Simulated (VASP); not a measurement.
**Mn3Zn: single point with RPBE**

Mn3Zn:

```
CELL_PARAMETERS angstrom
-1.75441 1.75441 3.82180
1.75441 -1.75441 3.82180
1.75441 1.75441 -3.82180
ATOMIC_POSITIONS crystal
Zn 0.00000 0.00000 0.00000
Mn 0.50000 0.50000 0.00000
Mn 0.25000 0.75000 0.50000
Mn 0.75000 0.25000 0.50000
```

The cell comes from a database or a generator and needn't be the stable form of this composition.

| Property | Result |
| --- | --- |
| Program | VASP 6.6.1 |
| Task | single point |
| Functional | RPBE |
| Potentials or basis | VASP PAW PBE potentials, release 54 (Zn, Mn_pv) |
| Cutoff | 520 eV |
| k mesh | 11 × 11 × 11 |
| Occupations | gaussian, width 0.05 eV |
| Spin | collinear spin, ferromagnetic start |
| Starting moments | [0.0, 4.0, 4.0, 4.0] μB |

```yaml
Pressure: 4.4 GPa
Band_gap_on_the_k_mesh: none (metal or under the smearing width)
Net_moment: 3.76 μB per cell
Site_moments: Zn -0.04; Mn +1.46, +1.17 μB
Valence_electrons_inside_the_program's_atomic_spheres: Zn 11.08; Mn 11.80, 11.81
```

Stress tensor (GPa, compression positive):
```
4.72 0.00 0.00
0.00 4.72 0.00
0.00 0.00 3.85
```

Levels at points of the mesh, in eV from the Fermi level:
Spin up:
```csv
k point,band 25,band 26,band 27,band 28,band 29,band 30
"(0.00, 0.00, 0.00)",-0.57,-0.21,0.54,0.57,0.57,0.86
```
Spin down:
```tsv
k point	band 22	band 23	band 24	band 25	band 26	band 27
(0.00, 0.00, 0.00)	-0.65	-0.44	0.93	1.02	1.18	1.24
```

Wall time 25 min on 1 thread of AMD EPYC 7R43 64-Core Processor (Zen 3) (shared host), peak memory 0.44 GiB.

Caveat: the PAW data sets were made with another functional, which shifts forces and pressure a little.
